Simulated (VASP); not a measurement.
Input:

```
CELL_PARAMETERS angstrom
      0.00000     2.97829     2.97829
      2.97829     0.00000     2.97829
      2.97829     2.97829     0.00000
ATOMIC_POSITIONS crystal
  In 0.00000 0.00000 0.00000
  P  0.25000 0.25000 0.25000
```

Computed with PW91 GGA, VASP's PBE PAW potentials (set 64) (plane waves; VASP 6.6.1). Run with 520 eV cut-off, Gaussian smearing of 0.050 eV, potentials In_d P.

Unless said otherwise, spin-orbit coupling is left out, though it shifts the bands of the heavy elements here.

Task: Estimate the band gap (along the path) with the smallest direct gap where there is one.

Result: 
```json
{
  "band gap (along the path)": "0.43 eV",
  "smallest direct gap (along the path)": "0.43 eV"
}
```

Only differences to runs with the same potentials and settings are physical.

The compound is InP in the zinc blende structure. It was relaxed first.
